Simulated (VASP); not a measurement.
All values below come from r2SCAN meta-GGA, VASP's PBE PAW potentials (set 64) (plane waves; VASP).

A VASP calculation is set up with these files.

File POSCAR:
```
Cd
1.0
  0.0000000000   2.2181500000   2.2181500000
  2.2181500000   0.0000000000   2.2181500000
  2.2181500000   2.2181500000   0.0000000000
Cd
1
Direct
  0.0000000000   0.0000000000   0.0000000000
```

**INCAR**
```
SYSTEM = Cd
PREC = Accurate
ENCUT = 400
EDIFF = 1E-6
NELM = 100
ALGO = Normal
LREAL = .FALSE.
LASPH = .TRUE.
ISMEAR = 1
SIGMA = 0.1
METAGGA = R2SCAN
LMIXTAU = .TRUE.
LMAXMIX = 4
LWAVE = .FALSE.
LCHARG = .FALSE.
IBRION = 2
ISIF = 3
NSW = 60
EDIFFG = -0.01
```

KPOINTS:
```
Automatic mesh
0
gamma
13 13 13
```

POTCAR, in this order: Cd (PBE.64 set). Program: vasp_std.

The run wrote:

**OSZICAR**
```
       N       E                     dE             d eps       ncg     rms          rms(c)
DAV:   1     0.328897929794E+02    0.32890E+02   -0.63142E+03  1896   0.988E+02
DAV:   2    -0.227727388835E+02   -0.55663E+02   -0.53847E+02  1744   0.241E+02
DAV:   3    -0.236596466676E+02   -0.88691E+00   -0.88664E+00  1924   0.360E+01
DAV:   4    -0.236607010005E+02   -0.10543E-02   -0.10543E-02  1766   0.114E+00
DAV:   5    -0.236607043586E+02   -0.33582E-05   -0.33582E-05  1830   0.663E-02    0.322E+00
DAV:   6    -0.198687768853E+02    0.37919E+01   -0.32303E+00  1818   0.279E+01    0.499E+00
DAV:   7    -0.200611289983E+02   -0.19235E+00   -0.14225E-01  1752   0.542E+00    0.283E+00
DAV:   8    -0.200238266220E+02    0.37302E-01   -0.77918E-02  1722   0.361E+00    0.213E-01
DAV:   9    -0.200672253202E+02   -0.43399E-01   -0.14448E-01  1712   0.350E+00    0.190E-01
DAV:  10    -0.200633881239E+02    0.38372E-02   -0.15720E-03  1758   0.500E-01    0.125E-01
DAV:  11    -0.200710066599E+02   -0.76185E-02   -0.68472E-03  1688   0.930E-01    0.431E-02
DAV:  12    -0.200722470760E+02   -0.12404E-02   -0.32442E-04  1730   0.179E-01    0.379E-02
DAV:  13    -0.200735640757E+02   -0.13170E-02   -0.10102E-03  1718   0.222E-01    0.186E-02
DAV:  14    -0.200737543141E+02   -0.19024E-03   -0.12380E-04  1772   0.934E-02    0.170E-02
DAV:  15    -0.200737372416E+02    0.17073E-04   -0.52135E-04  1750   0.183E-01    0.547E-02
DAV:  16    -0.200738590699E+02   -0.12183E-03   -0.20347E-04  1730   0.111E-01    0.245E-02
DAV:  17    -0.200738578588E+02    0.12111E-05   -0.93342E-06  1698   0.367E-02    0.565E-03
DAV:  18    -0.200738580476E+02   -0.18880E-06   -0.96268E-06  1738   0.259E-02
   1 F= -.20073858E+02 E0= -.20073777E+02  d E =-.200739E+02
       N       E                     dE             d eps       ncg     rms          rms(c)
DAV:   1    -0.201499053429E+02   -0.76047E-01   -0.15468E+00  1820   0.185E+01    0.197E+00
DAV:   2    -0.200736315622E+02    0.76274E-01   -0.23797E-01  1842   0.739E+00    0.542E-01
DAV:   3    -0.200743116392E+02   -0.68008E-03   -0.89876E-03  1692   0.127E+00    0.471E-01
DAV:   4    -0.200677941604E+02    0.65175E-02   -0.12511E-02  1782   0.115E+00    0.129E-01
DAV:   5    -0.200724050489E+02   -0.46109E-02   -0.12413E-02  1760   0.131E+00    0.800E-02
DAV:   6    -0.200752000960E+02   -0.27950E-02   -0.23211E-03  1760   0.535E-01    0.223E-02
DAV:   7    -0.200752017973E+02   -0.17012E-05   -0.56231E-05  1774   0.731E-02    0.132E-02
DAV:   8    -0.200752213431E+02   -0.19546E-04   -0.65278E-06  1696   0.364E-02    0.501E-03
DAV:   9    -0.200752201890E+02    0.11541E-05   -0.58724E-06  1706   0.338E-02    0.239E-03
DAV:  10    -0.200752230867E+02   -0.28978E-05   -0.13181E-06  1766   0.121E-02    0.106E-03
DAV:  11    -0.200752223683E+02    0.71847E-06   -0.27459E-08   844   0.208E-03
   2 F= -.20075222E+02 E0= -.20075262E+02  d E =-.136432E-02
       N       E                     dE             d eps       ncg     rms          rms(c)
DAV:   1    -0.200771770797E+02   -0.19540E-02   -0.40099E-02  1822   0.302E+00    0.332E-01
DAV:   2    -0.200752415289E+02    0.19356E-02   -0.57236E-03  1838   0.112E+00    0.953E-02
DAV:   3    -0.200752684705E+02   -0.26942E-04   -0.25269E-04  1698   0.219E-01    0.848E-02
DAV:   4    -0.200750159098E+02    0.25256E-03   -0.35169E-04  1778   0.192E-01    0.189E-02
DAV:   5    -0.200752224899E+02   -0.20658E-03   -0.33404E-04  1770   0.213E-01    0.115E-02
DAV:   6    -0.200752698052E+02   -0.47315E-04   -0.54547E-05  1764   0.817E-02    0.414E-03
DAV:   7    -0.200752719623E+02   -0.21571E-05   -0.62445E-07  1420   0.729E-03    0.949E-04
DAV:   8    -0.200752706603E+02    0.13020E-05   -0.76673E-08   846   0.395E-03    0.673E-04
DAV:   9    -0.200752722209E+02   -0.15606E-05   -0.83749E-08   842   0.406E-03    0.458E-04
DAV:  10    -0.200752719712E+02    0.24971E-06   -0.70319E-08   840   0.278E-03
   3 F= -.20075272E+02 E0= -.20075295E+02  d E =-.141392E-02
```

### OUTCAR
```
------------------------ aborting loop because EDIFF is reached ----------------------------------------
  FORCE on cell =-STRESS in cart. coord.  units (eV):
  Direction    XX          YY          ZZ          XY          YZ          ZX
  --------------------------------------------------------------------------------------
  Total       -0.0007958     -0.0007958     -0.0007958      0.0000000      0.0000000     -0.0000000
  in kB       -0.0595144     -0.0595144     -0.0595144      0.0000000      0.0000000     -0.0000000
  external PRESSURE =      -0.0595144 kB  Pullay stress =       0.0000000 kB
  volume of cell :       21.42
      direct lattice vectors                 reciprocal lattice vectors
    -0.000000000  2.204418226  2.204418226    -0.226817214  0.226817214  0.226817214
     2.204418226  0.000000000  2.204418226     0.226817214 -0.226817214  0.226817214
     2.204418226  2.204418226  0.000000000     0.226817214  0.226817214 -0.226817214
 POSITION                                       TOTAL-FORCE (eV/Angst)
 -----------------------------------------------------------------------------------
      0.00000      0.00000      0.00000         0.000000      0.000000      0.000000
 -----------------------------------------------------------------------------------
    total drift:                               -0.000000     -0.000000     -0.000000
  FREE ENERGIE OF THE ION-ELECTRON SYSTEM (eV)
  ---------------------------------------------------
  free  energy   TOTEN  =       -20.0752719712 eV

  energy  without entropy=      -20.0753415200  energy(sigma->0) =      -20.07529515

 reached required accuracy - stopping structural energy minimisation
```
(Selected blocks of OUTCAR.)

CONTCAR:
```
Cd
   1.00000000000000
    -0.0000000000000000    2.2044182263592318    2.2044182263592318
     2.2044182263592318    0.0000000000000000    2.2044182263592318
     2.2044182263592318    2.2044182263592318    0.0000000000000000
  Cd
     1
Direct
     0.0000000000000000    0.0000000000000000    0.0000000000000000
```

The structure comes from a computed database's Cd entry (Fm-3m); how it stands against other phases isn't given here. This run relaxes it. Symmetry was kept, so distortions that lower it aren't found.
